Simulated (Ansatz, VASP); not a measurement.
**Pt2C (antifluorite type (invented)) in two plane-wave programs**

Wanted: the spread between two codes on one cell, functional and k mesh. The cell is generated by rule, not measured, and may not be a known phase. Of the first pair: The two relaxations start from unlike cells of this crystal (the structure described is Ansatz's start), so only their ends are compared.

Calculated with Ansatz 0.2.0; plane waves, with VASP 6.6.1 beside it; relaxation of cell and atoms at PBE.

### Step 1. Set-up

The structure is cubic, space group Fm-3m (No. 225). Conventional cell: a = 5.114 Å, b = 5.114 Å, c = 5.114 Å, α = 90.00°, β = 90.00°, γ = 90.00°. Nearest to C lie 8 Pt at 2.21 Å. Nearest to Pt lie 4 C at 2.21 Å. Farther neighbours are not listed.

Structure file:

```xyz
3
Lattice="0.0000 2.5571 2.5571 2.5571 0.0000 2.5571 2.5571 2.5571 0.0000" Properties=species:S:1:pos:R:3 pbc="T T T"
C     0.0000    0.0000    0.0000
Pt    1.2785    1.2785    1.2785
Pt    3.8356    3.8356    3.8356
```

### Step 2. VASP: relaxation of cell and atoms, PBE, pair 1

The relaxed volume is the usual yardstick between codes: in a stiff, nearly cubic crystal its relative difference is about their pressure difference at one cell divided by the bulk modulus.

Lines of VASP's logs that name or quote its potential files are left out, and so is its time.

Contents of INCAR:

```
SYSTEM = Pt2C
PREC = Accurate
ENCUT = 600
EDIFF = 1E-07
NELM = 120
ISMEAR = 0
SIGMA = 0.1
LREAL = .FALSE.
ALGO = Normal
GGA = PE
NBANDS = 18
LASPH = .TRUE.
LORBIT = 11
LWAVE = .FALSE.
LCHARG = .FALSE.
ISIF = 3
IBRION = 2
NSW = 80
EDIFFG = -0.005
GGA_COMPAT = .FALSE.
NELMIN = 4
```

Contents of POSCAR:

```
Pt2C
1.0
    0.0000000000      2.7148015809      2.7148015809
    2.7148015809      0.0000000000      2.7148015809
    2.7148015809      2.7148015809      0.0000000000
C Pt
1 2
Direct
    0.0000000000      0.0000000000      0.0000000000
    0.2500000000      0.2500000000      0.2500000000
    0.7500000000      0.7500000000      0.7500000000
```

Contents of KPOINTS:

```
Automatic mesh
0
Gamma
6 6 6
0 0 0
```

PAW data sets: C and Pt (PBE family, release 64).

On the command line:

```sh
$ mpirun -np 1 vasp_std
```

Numbers of over 12 decimals in the logs are rounded to 6 here.

The program printed:

```text
[banner, memory and clock lines left out]
running    1 mpi-ranks, on    1 nodes
 distrk:  each k-point on    1 cores,    1 groups
 distr:  one band on    1 cores,    1 groups

 POSCAR found type information on POSCAR C Pt
 POSCAR found :  2 types and       3 ions
 LDA part: xc-table for (Slater+PW92), standard interpolation
 POSCAR, INCAR and KPOINTS ok, starting setup
 FFT: planning ... GRIDC
 FFT: planning ... GRID_SOFT
 FFT: planning ... GRID
 WAVECAR not read
 entering main loop
       N       E                     dE             d eps       ncg     rms          rms(c)
DAV:   1     0.126787900945E+03    0.12679E+03   -0.13790E+04   576   0.145E+03
DAV:   2    -0.150716752650E+02   -0.14186E+03   -0.13732E+03   708   0.273E+02
DAV:   3    -0.196651504651E+02   -0.45935E+01   -0.45291E+01   636   0.458E+01
DAV:   4    -0.197021560222E+02   -0.37006E-01   -0.36978E-01   654   0.455E+00
DAV:   5    -0.197024780851E+02   -0.32206E-03   -0.32205E-03   622   0.444E-01    0.200E+01
DAV:   6    -0.184648004420E+02    0.12377E+01   -0.49941E+00   662   0.196E+01    0.115E+01
DAV:   7    -0.182922358332E+02    0.17256E+00   -0.56487E-01   630   0.613E+00    0.703E+00
DAV:   8    -0.182615300522E+02    0.30706E-01   -0.14184E-01   590   0.306E+00    0.701E-01
DAV:   9    -0.182594671903E+02    0.20629E-02   -0.33263E-03   602   0.436E-01    0.357E-01
DAV:  10    -0.182587963350E+02    0.67086E-03   -0.26572E-03   606   0.382E-01    0.307E-02
DAV:  11    -0.182588033927E+02   -0.70577E-05   -0.37825E-05   620   0.457E-02    0.161E-02
DAV:  12    -0.182588047368E+02   -0.13441E-05   -0.41361E-06   604   0.163E-02    0.541E-03
DAV:  13    -0.182588043071E+02    0.42973E-06   -0.46630E-07   604   0.581E-03    0.928E-04
DAV:  14    -0.182588041904E+02    0.11667E-06   -0.27212E-08   306   0.125E-03    0.288E-04
DAV:  15    -0.182588041789E+02    0.11482E-07   -0.34947E-09   306   0.434E-04
   1 F= -.18258804E+02 E0= -.18255317E+02  d E =-.182588E+02
 curvature:   0.00 expect dE= 0.000E+00 dE for cont linesearch  0.000E+00
 trial: gam= 0.00000 g(F)=  0.479E-48 g(S)=  0.137E-04 ort = 0.000E+00 (trialstep = 0.100E+01)
 search vector abs. value=  0.137E-04
 bond charge predicted
       N       E                     dE             d eps       ncg     rms          rms(c)
DAV:   1    -0.182589461947E+02   -0.14200E-03   -0.25417E-03   580   0.441E-01    0.782E-02
DAV:   2    -0.182588212638E+02    0.12493E-03   -0.45925E-04   612   0.190E-01    0.461E-02
DAV:   3    -0.182587996348E+02    0.21629E-04   -0.30186E-05   642   0.459E-02    0.247E-02
DAV:   4    -0.182587976306E+02    0.20042E-05   -0.17132E-05   594   0.288E-02    0.118E-02
DAV:   5    -0.182587974942E+02    0.13641E-06   -0.94212E-07   584   0.704E-03    0.396E-03
DAV:   6    -0.182587972338E+02    0.26036E-06   -0.17137E-07   472   0.268E-03    0.411E-04
DAV:   7    -0.182587972271E+02    0.66721E-08   -0.26600E-08   296   0.958E-04
   2 F= -.18258797E+02 E0= -.18255297E+02  d E =0.695177E-05
 trial-energy change:    0.000007  1 .order    0.000005   -0.000014    0.000024
 step:   0.3022(harm=  0.3645)  dis= 0.00000  next Energy=   -18.258806 (dE=-0.202E-05)
 bond charge predicted
       N       E                     dE             d eps       ncg     rms          rms(c)
DAV:   1    -0.182588760311E+02   -0.78797E-04   -0.12382E-03   580   0.308E-01    0.546E-02
DAV:   2    -0.182588148137E+02    0.61217E-04   -0.22238E-04   608   0.132E-01    0.320E-02
DAV:   3    -0.182588056346E+02    0.91791E-05   -0.14463E-05   640   0.318E-02    0.171E-02
DAV:   4    -0.182588055827E+02    0.51931E-07   -0.83122E-06   594   0.201E-02    0.823E-03
DAV:   5    -0.182588059242E+02   -0.34156E-06   -0.46364E-07   592   0.494E-03    0.272E-03
DAV:   6    -0.182588060573E+02   -0.13302E-06   -0.80651E-08   318   0.186E-03    0.282E-04
DAV:   7    -0.182588060689E+02   -0.11602E-07   -0.15203E-08   296   0.723E-04
   3 F= -.18258806E+02 E0= -.18255315E+02  d E =-.188995E-05
 curvature:  -0.18 expect dE=-0.689E-07 dE for cont linesearch -0.689E-07
 trial: gam=-0.13903 g(F)=  0.416E-48 g(S)=  0.382E-06 ort = 0.229E-05 (trialstep = 0.860E+00)
 search vector abs. value=  0.107E-07
 reached required accuracy - stopping structural energy minimisation
```

Parts of OUTCAR (step 2):

```text
ion  position               nearest neighbor table
   1  0.000  0.000  0.000-   2 2.35   3 2.35   3 2.35   3 2.35   3 2.35   2 2.35   2 2.35   2 2.35

  LATTYP: Found a face centered cubic cell.
 ALAT       =     5.4296031618

 Subroutine GETGRP returns: Found 48 space group operations
 (whereof 48 operations were pure point group operations)

The static configuration has the point symmetry O_h .

 Found     16 irreducible k-points:

   k-points           NKPTS =     16   k-points in BZ     NKDIM =     16   number of bands    NBANDS=     18

   dimension x,y,z NGX =    32 NGY =   32 NGZ =   32
   dimension x,y,z NGXF=    64 NGYF=   64 NGZF=   64

   ENCUT  =  600.0 eV  44.10 Ry    6.64 a.u.   7.67  7.67  7.67*2*pi/ulx,y,z

   NELECT =      24.0000    total number of electrons

 k-points in reciprocal lattice and weights: Automatic mesh
   0.00000000  0.00000000  0.00000000       0.005
   0.16666667  0.00000000  0.00000000       0.037
   0.33333333  0.00000000  0.00000000       0.037
   0.50000000  0.00000000  0.00000000       0.019
   0.16666667  0.16666667  0.00000000       0.028
   0.33333333  0.16666667  0.00000000       0.111
   0.50000000  0.16666667  0.00000000       0.111
  -0.33333333  0.16666667  0.00000000       0.111
  -0.16666667  0.16666667  0.00000000       0.056
[...]
-0.33333333  0.33333333  0.16666667       0.111
  -0.33333333  0.50000000  0.16666667       0.056

 average (electrostatic) potential at core
       1 -47.2925       2 -64.6393       3 -64.6393

 E-fermi :  10.3056

 k-point     1 :       0.0000    0.0000    0.0000
  band No.  band energies     occupation
    ...
      6       3.6453      2.00000
      7       8.6496      2.00000
      8       8.7538      2.00000
      9       8.7538      2.00000
     10       8.7538      2.00000
     11      10.4014      0.17557
     12      10.4014      0.17556
     13      12.2979      0.00000
     14      12.2979      0.00000
     15      12.2979      0.00000
    ...

 k-point     2 :       0.1667    0.0000    0.0000
  band No.  band energies     occupation
    ...
      8       8.3733      2.00000
      9       8.3733      2.00000
     10       9.3805      2.00000
     11       9.5121      2.00000
     12       9.5121      2.00000
     13      11.7322      0.00000
     14      12.2854      0.00000
     15      12.2854      0.00000
     16      15.4071      0.00000
     17      18.0735      0.00000
    ...

 k-point     3 :       0.3333    0.0000    0.0000
  band No.  band energies     occupation
    ...
      8       7.4204      2.00000
      9       7.4204      2.00000
     10       7.8671      2.00000
     11       7.8671      2.00000
     12       9.0393      2.00000
     13      11.1519      0.00000
     14      12.3594      0.00000
     15      12.3594      0.00000
     16      15.2185      0.00000
     17      19.6425      0.00000
    ...

  Total        0.0028138      0.0028138      0.0028138      0.0000000      0.0000000     -0.0000000
  in kB        0.1126286      0.1126286      0.1126286      0.0000000      0.0000000     -0.0000000
  external PRESSURE =       0.1126286 kB  Pullay stress =       0.0000000 kB

  energy-cutoff  :      600.00
  volume of cell :       40.03
      direct lattice vectors                 reciprocal lattice vectors
    -0.000000000  2.715024034  2.715024034    -0.184160432  0.184160432  0.184160432
     2.715024034  0.000000000  2.715024034     0.184160432 -0.184160432  0.184160432
     2.715024034  2.715024034 -0.000000000     0.184160432  0.184160432 -0.184160432

 POSITION                                       TOTAL-FORCE (eV/Angst)
 -----------------------------------------------------------------------------------
      0.00000      0.00000      0.00000        -0.000000     -0.000000     -0.000000
      1.35751      1.35751      1.35751        -0.000000     -0.000000     -0.000000
      4.07254      4.07254      4.07254         0.000000      0.000000      0.000000
 -----------------------------------------------------------------------------------
    total drift:                               -0.000000     -0.000000      0.000000

  FREE ENERGIE OF THE ION-ELECTRON SYSTEM (eV)
  ---------------------------------------------------
  free  energy   TOTEN  =       -18.2588060689 eV

  energy  without entropy=      -18.2518235086  energy(sigma->0) =      -18.25531479

 reached required accuracy - stopping structural energy minimisation

 total charge
# of ion       s       p       d       tot
------------------------------------------
    1        0.922   1.181   0.000   2.103
    2        0.615   0.619   8.089   9.323
    3        0.615   0.619   8.089   9.323
--------------------------------------------------
tot          2.152   2.419  16.179  20.750

[... 3 further parts left out ...]
```

### Step 3. Ansatz: relaxation of cell and atoms, PBE, pair 1

Ansatz runs on its default PAW (the set named soft_2) files.

Its own start cell and the same functional, mesh and smearing now go to Ansatz, which takes its cutoff from its data sets.

Contents of input.yaml:

```yaml
crystal:
  lattice:
    - [0.0, 2.55708, 2.55708]
    - [2.55708, 0.0, 2.55708]
    - [2.55708, 2.55708, 0.0]
  atoms:
    - { symbol: C, position: [0.0, 0.0, 0.0] }
    - { symbol: Pt, position: [0.25, 0.25, 0.25] }
    - { symbol: Pt, position: [0.75, 0.75, 0.75] }
kpoints:
  mp_grid: { grid: [6, 6, 6] }
hamiltonian:
  xc: pbe
scf:
  occupations: { method: gaussian, width: 0.1 }
output:
  forces: true
  stress: true
  eigenvalues: true
relax:
  adjacent_minimum: "off"
  f_tol: 0.05
  max_steps: 80
  cell: { stress_tol: 0.5 }
```

On the command line:

```sh
$ ansatz run input.yaml --threads 2 --pin off --max-ram 5120MiB --backend cpu --events-out ev --progress --plain --runs-dir out
```

The program printed:

```text
The last accepted step is kept in <dir> (removed where the run ends without a failure and the disk answers)
Engine: ansatz 0.2.0, aarch64-unknown-linux-gnu
Pseudopotentials: kind: paw
Pseudopotential: C, paw, valence charge 4, recommended cutoff 420 eV (normal), C.paw.azcp
Pseudopotential: Pt, paw, valence charge 18, recommended cutoff 420 eV (normal), Pt.paw.azcp
Functional definition: PBE
  parameter kappa = 0.804
  parameter beta = 0.066725
  exchange = pbe_x(kappa = kappa, mu = beta*pi^2/3)
  correlation = pbe_c(beta = beta)
Crystal: 3 atoms, lattice volume = 33.440 Å³
Basis set: ecut = 420 eV, 645 PW (Γ), exchange–correlation on 50×50×50 points (8 copies of the dense FFT grid, shifted against one another)
Bands: 24, of which v1, the nominal top of the filled ones, is band 20 counted from 1 (19 counted from 0)
Symmetry: 48 space group operations
Space group: Fm-3m (ITA 225), of the structure as read, at distance tolerance 3.2e-5 Å
k-points: 16 of 216
Non-local potential: C, projectors of the file, l = 0: 2, l = 1: 2, l = 2: 1
Non-local potential: Pt, projectors of the file, l = 0: 3, l = 1: 2, l = 2: 2, l = 3: 1
PAW form: soft (Blöchl's): semilocal exchange-correlation on the pseudo side does not see the compensation charge
PAW one-centre angular grid: C, 110 points (default); XC on 64 Gauss nodes
PAW one-centre angular grid: Pt, 590 points (default); XC on 64 Gauss nodes
Initial density: superposition of atomic densities (neutral atoms: chi_scale 0, normalization atom), corrected by the library's trained network
Initial wavefunctions: pseudopotential atomic-orbital guess
Functional: x = pbe(κ = 0.804, μ = 0.219515), c = pbe(β = 0.066725)
SCF iter   1: F=—  HF=-25292.651632 eV  |F-HF|=—  |Δ(HF+E_count)|=         —  Δρ=1.03e-2  dr2=1.46e-2  ethr=1.77e-3  ⟨swp⟩=5.8  Hψ=1573  notcnv=0
preconditioner: auto → none  [insulator: Δε(μ)=0.142 eV  Ē_g=9.369 eV  σ=0.100 eV  W_gap=0.67  n_scr=14 (ndim 8)  ℏωp=31.5 eV  f_vac=0.000  D(μ)=1.06/eV (n_scr^D=8)  ε∞_Penn≈12.3]
SCF iter   2: F=—  HF=-25292.648981 eV  |F-HF|=—  |Δ(HF+E_count)|=   2.65e-3  Δρ=4.12e-3  dr2=1.10e-3  ethr=3.65e-5  ⟨swp⟩=2.6  Hψ=713  notcnv=0
SCF iter   3: F=—  HF=-25292.648842 eV  |F-HF|=—  |Δ(HF+E_count)|=   1.39e-4  Δρ=1.15e-3  dr2=7.72e-5  ethr=2.74e-6  ⟨swp⟩=1.4  Hψ=401  notcnv=0
SCF iter   4: F=—  HF=-25292.648856 eV  |F-HF|=—  |Δ(HF+E_count)|=   1.42e-5  Δρ=5.96e-5  dr2=2.16e-7  ethr=1.93e-7  ⟨swp⟩=2.6  Hψ=624  notcnv=0
iter 5 did not close the SCF: its close was put off for the readings that it lacked (scf_convergence_deferred on its scf_iter line)
SCF iter   5: F=-25292.648857 eV  HF=-25292.648857 eV  |F-HF|=4.04e-8  |Δ(HF+E_count)|=   6.48e-7  Δρ=1.53e-5  dr2=1.78e-8  ethr=5.41e-10  ⟨swp⟩=2.0  Hψ=638  notcnv=0
SCF iter   6: F=-25292.648857 eV  HF=-25292.648857 eV  |F-HF|=8.73e-11  |Δ(HF+E_count)|=   4.44e-8  Δρ=7.69e-7  dr2=5.83e-11  ethr=4.46e-11  ⟨swp⟩=2.0  Hψ=1309  notcnv=0
SCF 1 converged in 6 iterations: F = -25292.648857 eV  dr2 = 5.83e-11
  greatest PAW one-centre occupation: 1.000 electrons in one spin orbital (limit 2), on the Pt atom at site 2 (counted from 0), in its partial waves of l = 0
relax step   1: F+E_penalty+E_count = -25292.64885683 eV  Δ(F+E_penalty+E_count) = +0.000e0 eV  max|allowed force component| = 1.234e-17 eV/Å  Δτ_max = 0.0000 Å  P = +66.326 GPa  Ω = 33.440 Å³  (6 SCF iters, dr2 threshold 1.00e-7 eV, accepted)
[...]
relax step   2: F+E_penalty+E_count = -25293.73803247 eV  Δ(F+E_penalty+E_count) = -1.089e0 eV  max|allowed force component| = 2.043e-17 eV/Å  Δτ_max = 0.0000 Å  P = +9.450 GPa  Ω = 38.573 Å³  energy of the carried Pulay correction = -6.999e-3 eV  (7 SCF iters, dr2 threshold 3.00e-7 eV, accepted)
[...]
relax step   3: F+E_penalty+E_count = -25293.77425909 eV  Δ(F+E_penalty+E_count) = -3.623e-2 eV  max|allowed force component| = 9.830e-18 eV/Å  Δτ_max = 0.0000 Å  P = +2.636 GPa  Ω = 39.581 Å³  energy of the carried Pulay correction = -8.259e-3 eV  (6 SCF iters, dr2 threshold 3.00e-7 eV, accepted)
[...]
relax step   4: F+E_penalty+E_count = -25293.77725421 eV  Δ(F+E_penalty+E_count) = -2.995e-3 eV  max|allowed force component| = 6.746e-18 eV/Å  Δτ_max = 0.0000 Å  P = -0.046 GPa  Ω = 40.023 Å³  energy of the carried Pulay correction = -8.801e-3 eV  (6 SCF iters, dr2 threshold 3.00e-7 eV, accepted)
[...]
relax step   5: F+E_penalty+E_count = -25293.78985239 eV  Δ(F+E_penalty+E_count) = -1.260e-2 eV  max|allowed force component| = 9.637e-18 eV/Å  Δτ_max = 0.0000 Å  P = +0.270 GPa  Ω = 40.023 Å³  stress off target by 2.70e-1 GPa  SCF on the basis re-selected at this cell (its energy is not comparable with the rows above)  (6 SCF iters)
basis re-selected at this cell: Δ(F+E_penalty+E_count) = -1.260e-2 eV, ΔP = +0.315 GPa vs the last step (what re-selecting the basis moved, of the pressure what is left beyond the Pulay correction that the steps carried, after the strain that the cell walked since its last selection, with what the two solves' SCF thresholds leave and, on support functions, any second-order correction that the steps lacked; it is no measure of the basis error at this ecutwfc). The dense FFT grid was sized anew with the basis: this SCF ran on 27×27×27 points, the steps before it on 25×25×25, so part of this shift can come from that change (see relax.cell in the input reference). [rest of the remark cut]
SCF converged after 6 iterations
Free energy (F): -25293.789852 eV
Harris-Foulkes:  -25293.789852 eV  (|F-HF|=0.00e0)
Internal energy: -25293.783008 eV  (E = F + TS)
E sigma→0 (E₀):  -25293.786430 eV
Entropy (-TS):   -0.006844 eV (-2.281 meV/atom)
Fermi energy:    19.966254 eV
--- Per-component energies (eV) ---
  E_band       = -361.973435
  E_kinetic    = 1355.548750
  E_local      = -3543.067376  (includes V_loc(G=0)·N_el)
  E_nonlocal   = 427.084436
  E_hartree    = 1321.476964
  E_xc         = -569.647121
  E_vxc        = -662.697595  (∫ρ·V_xc dr)
  E_paw        = -19005.932355  (= ΣΔE_a)
  E_vpaw       = -581.795974  (= ΣTr[D̂ρ^β])
  E_aug_tail   = 0.000355  (compensation charges beyond the density's cutoff)
  E_ewald      = -5279.246662
  E_smearing   = -0.006844  (= −TS)
  E_closure    = 0.000000  (closes the sum)
  Σ components = -25293.789852   (vs F -25293.789852, Δ=0.00e0)
--- Forces (eV/Å), atoms counted from 1 ---
  atom   1  C     -0.00000000     0.00000000     0.00000000
  atom   2  Pt    -0.00000000    -0.00000000    -0.00000000
  atom   3  Pt     0.00000000     0.00000000     0.00000000
  max |Σ_I F_I| component: 2.31e-18 eV/Å
--- Stress (GPa, compression-positive) ---
        0.269531       0.000000       0.000000
        0.000000       0.269531       0.000000
        0.000000       0.000000       0.269531
  P = ⅓ Tr σ = 0.2695 GPa (2.695 kbar)
--- Band table (eV; the first three rows and the last of 16) ---
  k-point 0: bands = [... 16 lower, 18.4121, 18.4121, 20.0667, 20.0667, 21.9540, 21.9540, 21.9540, 26.6322]
  k-point 1: bands = [... 16 lower, 18.0300, 19.0304, 19.1744, 19.1744, 21.3897, 21.9415, 21.9415, 25.0698]
  k-point 2: bands = [... 16 lower, 17.0742, 17.5246, 17.5246, 18.6986, 20.8039, 22.0170, 22.0170, 24.8742]
  k-point 15: bands = [... 16 lower, 16.9947, 17.2180, 17.7368, 18.1318, 20.2130, 20.2262, 25.6851, 25.9533]
--- Relaxed structure (4 steps of the walk, 4 accepted, 1 SCFs on fresh bases) ---
  F+E_penalty+E_count = -25293.78985239 eV   max|allowed force component| = 9.637e-18 eV/Å   (the final SCF, on the basis selected at the relaxed cell)
  cell:  # Å, volume = 40.0234 Å³
    - [0, 2.714947, 2.714947]
    - [2.714947, 0, 2.714947]
    - [2.714947, 2.714947, 0]
  atoms:
    - { symbol: C, position: [0, 0, 0] }
    - { symbol: Pt, position: [0.25, 0.25, 0.25] }
    - { symbol: Pt, position: [0.75, 0.75, 0.75] }
```

### Step 4. Side by side

Known differences besides the potentials themselves: the data sets hold 40 valence electrons in Ansatz (on its default PAW (the set named soft_2) files) and 24 in VASP; the cutoff is 420 eV in Ansatz and 600 eV in VASP; Ansatz adds a Pulay correction to the stress that steers its cell, VASP none. Total energies have different zeros and are not compared.

Compared:

| quantity | Ansatz | VASP | difference |
| --- | --- | --- | --- |
| volume (Å³) | 40.02 | 40.03 | -0.01 % |
| edge a after relaxation, in the typed setting (Å) | 3.840 | 3.840 | +0.00 % |

(Continued in part 2 of 2.)

[Lines on the potential files, build, host, timing and source positions are cut from VASP's logs without a mark.]

[Logs are printed without paths, hosts, clocks, repeated set-up lines and the standing remarks that a program may print on its own settings, such as how far it seeks lower states.]

[Hosts, paths, dates, database ids (printed as entryN), source tags and the programs' standing remarks are cut or masked in the printed files.]
